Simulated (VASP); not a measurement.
Energy against volume of Ga (alpha). Calculation: revPBE GGA, VASP's PBE PAW potentials (set 64) (plane waves; VASP 6.6.1). Settings: 520 eV cut-off, 8×8×7 Γ-centred mesh, first-order Methfessel-Paxton smearing of 0.10 eV, potentials Ga_d.

Shape and ions are relaxed at each volume.

```csv
V (Å³/atom),E (eV/atom)
20.286,-2.60779
20.914,-2.61130
21.541,-2.60968
22.169,-2.60360
```

### Question
Fit these four points and predict the energy of the run at 19.659 Å³/atom.

### Answer
A cubic in V^(−2/3), the third-order Birch-Murnaghan form, passes through the four points with V0 = 21.02 Å³/atom and B0 = 43 GPa, and gives -2.5984 eV/atom there. The run gave -2.5984 eV/atom, -0.1 meV/atom from the fit; all five points give B0 = 43 GPa.

The compound is Ga in the alpha structure. It was relaxed first, which changed the volume by +7 %.
